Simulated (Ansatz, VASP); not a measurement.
# Cross-check of BeB2 between VASP and Ansatz

One calculation is typed for both programs; each brings its own data sets. How far apart do they land? The cell is taken from a series of runs on this material, whose earlier steps may have relaxed, scaled, displaced or heated it; both programs get it as it stands.

Program: Ansatz 0.2.0. Level of theory: plane waves, with VASP 6.6.1 beside it; PBEsol. Results are calculated unless marked as measured.

## Step 1: The starting structure

Symmetry: P6/mmm, No. 191, hexagonal system. The conventional cell has a = 2.903 Å, b = 2.903 Å, c = 2.804 Å, α = 90.00°, β = 90.00°, γ = 120.00°. Nearest to Be lie 12 B at 2.19 Å. Nearest to B lie 3 B at 1.68 Å and 6 Be at 2.19 Å. Farther neighbours are not listed.

## Step 2: Ansatz: zone-centre phonons, PBEsol

Ansatz runs on its default PAW (the set named soft_2) files.

Second derivatives magnify differences that forces hide, and they need a tight electronic threshold.

input.yaml reads:

```yaml
crystal:
  lattice:
    - [2.9034002053, 0.0, 0.0]
    - [-1.4517001027, 2.5144183352, 0.0]
    - [0.0, 0.0, 2.8038813002]
  atoms:
    - { symbol: Be, position: [0.0, 0.0, 0.0] }
    - { symbol: B, position: [0.3333333333, 0.6666666667, 0.5] }
    - { symbol: B, position: [0.6666666667, 0.3333333333, 0.5] }
kpoints:
  mp_grid: { grid: [15, 15, 16] }
hamiltonian:
  xc: pbesol
scf:
  occupations: { method: methfessel_paxton, width: 0.15 }
output:
  eigenvalues: true
phonons:
  method: dfpt
  qmesh: [3, 3, 4]
  temperatures: { t_max: 1000, t_step: 50 }
  qpath:
    path:
      - [[0.0, 0.0, 0.0], [0.5, 0.0, 0.0], [0.33333333, 0.33333333, 0.0], [0.0, 0.0, 0.0], [0.0, 0.0, 0.5], [0.5, 0.0, 0.5], [0.33333333, 0.33333333, 0.5], [0.0, 0.0, 0.5]]
      - [[0.5, 0.0, 0.5], [0.5, 0.0, 0.0]]
      - [[0.33333333, 0.33333333, 0.5], [0.33333333, 0.33333333, 0.0]]
    npoints: 10
```

Launch:

```sh
ansatz run input.yaml --threads 4 --pin off --max-ram 7168MiB --backend cpu --events-out ev --progress --plain --runs-dir out
```

Numbers of over 12 decimals in the logs are rounded to 6 here.

Output:

```text
Warning: phonons: the dynamical matrix that this run interpolates holds no multipole term above the dipole-dipole one, and a site of this crystal is no centre of inversion, so its interpolated transverse optical and acoustic branches and sound speeds can stay off near Gamma, and the density of states and the thermodynamics with them. What a run solves at a wave vector of phonons.qpoints, Gamma apart, where the deck admits one, is free of this, and under fd what a larger phonons.supercell samples
Engine: ansatz 0.2.0, aarch64-unknown-linux-gnu
Pseudopotentials: kind: paw
Pseudopotential: Be, paw, valence charge 2, recommended cutoff 420 eV (normal), Be.paw.azcp
Pseudopotential: B, paw, valence charge 3, recommended cutoff 420 eV (normal), B.paw.azcp
Functional definition: PBEsol
  exchange = pbesol_x
  correlation = pbesol_c
Crystal: 3 atoms, lattice volume = 20.469 Å³
Basis set: ecut = 420 eV, 405 PW (Γ), exchange–correlation on 40×40×40 points (8 copies of the dense FFT grid, shifted against one another)
Bands: 8, of which v1, the nominal top of the filled ones, is band 4 counted from 1 (3 counted from 0)
Symmetry: 24 space group operations
k-points: 243 of 3600
Non-local potential: Be, projectors of the file, l = 0: 2, l = 1: 2, l = 2: 1
Non-local potential: B, projectors of the file, l = 0: 2, l = 1: 2, l = 2: 1
PAW form: soft (Blöchl's): semilocal exchange-correlation on the pseudo side does not see the compensation charge
PAW frozen core: Be, regenerated for the run's functional, and the local potential with it (the file was generated under x = pbe(κ = 0.804, μ = 0.219515), c = pbe(β = 0.066725))
PAW frozen core: B, regenerated for the run's functional, and the local potential with it (the file was generated under x = pbe(κ = 0.804, μ = 0.219515), c = pbe(β = 0.066725))
PAW one-centre angular grid: Be, 110 points (default); XC on 64 Gauss nodes
PAW one-centre angular grid: B, 110 points (default); XC on 64 Gauss nodes
Initial density: superposition of atomic densities (neutral atoms: chi_scale 0, normalization atom), corrected by the library's trained network
Initial wavefunctions: pseudopotential atomic-orbital guess
Functional: x = pbesol(κ = 0.804, μ = 0.123457), c = pbesol(β = 0.046)
SCF iter   1: F=—  HF=-395.347669 eV  |F-HF|=—  |Δ(HF+E_count)|=         —  Δρ=3.62e-3  dr2=2.79e-3  ethr=1.77e-3  ⟨swp⟩=5.2  Hψ=14103  notcnv=0
preconditioner: auto → none  [metal: Δε(μ)=0.052 eV  Ē_g=12.711 eV  σ=0.150 eV  W_gap=0.28  n_scr=2 (ndim 8)  ℏωp=23.2 eV  f_vac=0.000  D(μ)=0.44/eV (n_scr^D=0)  sad-step TF]
SCF iter   2: F=—  HF=-395.347051 eV  |F-HF|=—  |Δ(HF+E_count)|=   6.17e-4  S|Δr|=    0.00e0  Δρ=2.15e-3  dr2=1.01e-3  ethr=3.49e-5  ⟨swp⟩=1.0  Hψ=3893  notcnv=0
SCF iter   3: F=—  HF=-395.346753 eV  |F-HF|=—  |Δ(HF+E_count)|=   2.99e-4  S|Δr|=    0.00e0  Δρ=1.23e-4  dr2=1.55e-6  ethr=1.26e-5  ⟨swp⟩=2.3  Hψ=2846  notcnv=0
SCF iter   4: F=—  HF=-395.346752 eV  |F-HF|=—  |Δ(HF+E_count)|=   9.40e-7  S|Δr|=    0.00e0  Δρ=2.46e-5  dr2=1.65e-7  ethr=1.94e-8  ⟨swp⟩=2.4  Hψ=2824  notcnv=0
SCF iter   5: F=—  HF=-395.346752 eV  |F-HF|=—  |Δ(HF+E_count)|=   1.32e-7  S|Δr|=    0.00e0  Δρ=7.40e-6  dr2=1.56e-8  ethr=2.07e-9  ⟨swp⟩=2.2  Hψ=2765  notcnv=0
SCF iter   6: F=—  HF=-395.346752 eV  |F-HF|=—  |Δ(HF+E_count)|=   5.79e-9  S|Δr|=    0.00e0  Δρ=1.45e-6  dr2=5.86e-10  ethr=1.95e-10  ⟨swp⟩=2.1  Hψ=2775  notcnv=0
SCF iter   7: F=-395.346752 eV  HF=-395.346752 eV  |F-HF|=5.00e-12  |Δ(HF+E_count)|=  2.15e-10  S|Δr|=    0.00e0  Δρ=1.57e-7  dr2=6.86e-12  ethr=1.00e-12  ⟨swp⟩=4.1  Hψ=8719  notcnv=0
SCF 1 converged in 7 iterations: F = -395.346752 eV  dr2 = 6.86e-12
  greatest PAW one-centre occupation: 0.548 electrons in one spin orbital (limit 2), on the B atom at site 2 (counted from 0), in its partial waves of l = 0
Initial density: read from a saved state, or passed on in memory by an earlier SCF of this step, an earlier step, the calling program or the single point that the run made first
iter 1 solved again at ethr=3.54e-8 eV; its pass at ethr=3.10e-3 eV (dr2=2.83e-6 eV) is discarded
SCF iter   1: F=—  HF=-395.346752 eV  |F-HF|=—  |Δ(HF+E_count)|=         —  Δρ=1.84e-7  dr2=6.08e-12  ethr=3.54e-8  ⟨swp⟩=2.8  Hψ=19386  notcnv=0
eigensolver tolerance schedule: the retry pair's looser diagonalisation over-reported the residual by 465239.89 of it (diagonalisation noise at an unbounded share of the residual, at the tolerance the schedule requests for it); recorded, not acted on — ethr = c·dr2/N_el stays at c = 1.0e-1
preconditioner: auto → none  [metal: Δε(μ)=0.063 eV  Ē_g=12.721 eV  σ=0.150 eV  W_gap=0.33  n_scr=2 (ndim 8)  ℏωp=23.2 eV  f_vac=0.000  D(μ)=0.44/eV (n_scr^D=0)]
SCF iter   2: F=—  HF=-395.346752 eV  |F-HF|=—  |Δ(HF+E_count)|=   1.02e-7  S|Δr|=    0.00e0  Δρ=5.12e-8  dr2=6.09e-13  ethr=1.00e-12  ⟨swp⟩=4.6  Hψ=7738  notcnv=0
SCF iter   3: F=-395.346752 eV  HF=-395.346752 eV  |F-HF|=5.68e-14  |Δ(HF+E_count)|=  2.27e-13  S|Δr|=    0.00e0  Δρ=1.72e-8  dr2=3.37e-14  ethr=1.00e-12  ⟨swp⟩=1.0  Hψ=4876  notcnv=0
SCF 2 converged in 3 iterations: F = -395.346752 eV  dr2 = 3.37e-14
phonons: the bands overlap, so this run is a metal and interpolates without the dipole-dipole term. If the crystal is really an insulator or semiconductor, its LO-TO splitting is missing
[...]
NSCF: frozen V_eff on 2048 k-points
DFPT response loops at q = (0, 0, 0.25) (fractional): mixed as the last ones told, above
NSCF: frozen V_eff on 1152 k-points
DFPT response loops at q = (0, 0, -0.5) (fractional): mixed as the last ones told, above
NSCF: frozen V_eff on 2160 k-points
DFPT response loops at q = (0, 0.333333, 0) (fractional): mixed as the last ones told, above
NSCF: frozen V_eff on 3840 k-points
DFPT response loops at q = (0, 0.333333, 0.25) (fractional): mixed as the last ones told, above
NSCF: frozen V_eff on 2160 k-points
DFPT response loops at q = (0, 0.333333, -0.5) (fractional): mixed as the last ones told, above
NSCF: frozen V_eff on 2160 k-points
DFPT response loops at q = (0.333333, 0.333333, 0) (fractional): mixed as the last ones told, above
NSCF: frozen V_eff on 3840 k-points
DFPT response loops at q = (0.333333, 0.333333, 0.25) (fractional): mixed as the last ones told, above
NSCF: frozen V_eff on 2160 k-points
DFPT response loops at q = (0.333333, 0.333333, -0.5) (fractional): mixed as the last ones told, above
SCF converged after 7 iterations
Stability not checked: this state was not tested for a lower state beside it, because cold or Methfessel-Paxton smearing, or corrected tetrahedra, fill the levels in a way that the test cannot read (fill_not_monotonic; see scf.lower_state_search)
Free energy (F): -395.346752 eV
Harris-Foulkes:  -395.346752 eV  (|F-HF|=5.00e-12)
Internal energy: -395.346992 eV  (E = F + TS)
E sigma→0 (E₀):  -395.346812 eV
Entropy (-TS):   0.000240 eV (0.080 meV/atom)
Fermi energy:    10.070109 eV
--- Per-component energies (eV) ---
  E_band       = 31.601088
  E_kinetic    = 122.060666
  E_local      = -36.580888  (includes V_loc(G=0)·N_el)
  E_nonlocal   = 27.412548
  E_hartree    = 12.210499
  E_xc         = -85.084866
  E_vxc        = -98.964408  (∫ρ·V_xc dr)
  E_paw        = -208.153499  (= ΣΔE_a)
  E_vpaw       = -6.747805  (= ΣTr[D̂ρ^β])
  E_aug_tail   = -0.000006  (compensation charges beyond the density's cutoff)
  E_ewald      = -227.250399
  E_core_change = 0.038953  (= ΣΔE_core)
  E_smearing   = 0.000240  (= −TS)
  E_closure    = -0.000000  (closes the sum)
  Σ components = -395.346752   (vs F -395.346752, Δ=0.00e0)
--- Band table (eV; the first three rows and the last of 243) ---
  k-point 0: bands = ["-4.7785", "7.9476", "9.8275", "9.8275", "13.5686", "13.5686", "16.0176", "19.6360"]
  k-point 1: bands = ["-4.7243", "7.5383", "9.8590", "9.8590", "13.6380", "13.6380", "16.5535", "19.5783"]
  k-point 2: bands = ["-4.5627", "6.5462", "9.9504", "9.9504", "13.8458", "13.8458", "17.9173", "19.4244"]
  k-point 242: bands = ["2.8119", "3.7182", "3.7182", "6.0165", "6.0165", "12.0932", "20.0715", "24.3511"]
--- Phonons (Γ-DFPT): 4 representative perturbations + reference (Σ response iterations 10) ---
  ASR residual: 8.001e-5 → 0.000e0 eV/Å²; symmetrization residual: 1.453e-7 eV/Å²
  ASR residual per site (eV/Å²): 5.27e-5 8.00e-5 8.00e-5
  Γ frequencies (cm⁻¹): 0.00 0.00 0.00 262.39 366.10 366.10 643.13 962.73 962.73
--- Phonons (arbitrary-q DFPT): 9 irreducible q on the 3×3×4 mesh ---
  q = [0.0000, 0.0000, 0.0000] (star 1, of the zone-centre solve; hermiticity 1.51e-8, symmetrization 1.46e-11): -0.00 -0.00 -0.00 262.39 366.10 366.10 643.13 962.73 962.73
  q = [0.0000, 0.0000, 0.2500] (star 2, 4 solved perturbations in 2912 linear systems a pass and spin channel, the states on 1024 of 3600 k-point pairs; hermiticity 9.03e-9, symmetrization 7.26e-11): 64.30 64.30 276.54 314.33 314.33 382.14 577.24 929.46 929.46
  q = [0.0000, 0.0000, -0.5000] (star 1, 4 solved perturbations in 1638 linear systems a pass and spin channel, the states on 576 of 3600 k-point pairs; hermiticity 1.90e-10, symmetrization 9.50e-11): -130.70 124.93 124.93 153.11 153.11 411.94 472.17 823.93 823.93
  q = [0.0000, 0.3333, 0.0000] (star 6, 6 solved perturbations on 1080 of 3600 k-point pairs; hermiticity 7.38e-9, symmetrization 2.45e-10): 119.98 237.98 251.59 301.56 386.72 558.78 699.50 994.43 1000.13
  q = [0.0000, 0.3333, 0.2500] (star 12, 6 solved perturbations on 1920 of 3600 k-point pairs; hermiticity 8.33e-9, symmetrization 4.17e-9): 236.13 242.52 286.03 344.17 379.57 472.07 703.32 976.92 1006.69
  q = [0.0000, 0.3333, -0.5000] (star 6, 6 solved perturbations on 1080 of 3600 k-point pairs; hermiticity 3.36e-9, symmetrization 2.09e-10): 254.68 257.58 376.35 379.25 403.69 418.73 711.52 968.60 1029.15
  q = [0.3333, 0.3333, 0.0000] (star 2, 4 solved perturbations in 2988 linear systems a pass and spin channel, the states on 1080 of 3600 k-point pairs; hermiticity 1.37e-6, symmetrization 3.27e-7): 171.66 281.17 281.17 388.86 388.86 645.40 813.33 813.33 1030.60
  q = [0.3333, 0.3333, 0.2500] (star 4, 4 solved perturbations in 5312 linear systems a pass and spin channel, the states on 1920 of 3600 k-point pairs; hermiticity 1.11e-6, symmetrization 2.85e-7): 253.87 253.87 272.23 411.45 411.45 658.40 827.26 827.26 1019.43
  q = [0.3333, 0.3333, -0.5000] (star 2, 4 solved perturbations in 2988 linear systems a pass and spin channel, the states on 1080 of 3600 k-point pairs; hermiticity 8.65e-7, symmetrization 2.21e-7): 279.90 279.90 353.86 429.49 429.49 667.40 838.53 838.53 992.34
  sum rule: each row above includes the acoustic sum rule's correction from the zone centre's row sums; it moved no ω² by more than (1.42 cm⁻¹)²
  mesh force constants: q→R imaginary residual 0.00e0; ASR residual 8.001e-5 → 0.000e0 eV/Å²; symmetrization residual 3.553e-14 eV/Å²
  interpolated dispersion: 93 rows × 9 modes
  density of states and harmonic sums: on the 24×24×24 q-mesh, interpolated from the force constants of a 3×3×4 supercell (no non-analytic term)
  largest difference from the sums on the solved wave vectors: F 2.23e-3 eV, S 1.01e-5 and C_V 7.97e-6 eV/K
  zero-point energy: 0.287086 eV/cell   skipped modes (ω ≤ 0): 28, of them read as no rigid motion or as one in doubt: 25 (1.845e-2 modes/cell left out, lowest -130.70 cm⁻¹)   left out of the sums: 2.07e-3 of the cell's modes: C_V's classical limit lies that fraction below 3 k_B per atom; for a crystal, a wire or a layer, F and S can be off by more, and a phonons.interpolated_qmesh denser along its periods is the remedy for the sampling
```

(Continued in part 2 of 2.)

[Lines on the potential files, build, host, timing and source positions are cut from VASP's logs without a mark.]

[Logs are printed without paths, hosts, clocks, repeated set-up lines and the standing remarks that a program may print on its own settings, such as how far it seeks lower states.]

[Hosts, paths, dates, database ids (printed as entryN), source tags and the programs' standing remarks are cut or masked in the printed files.]
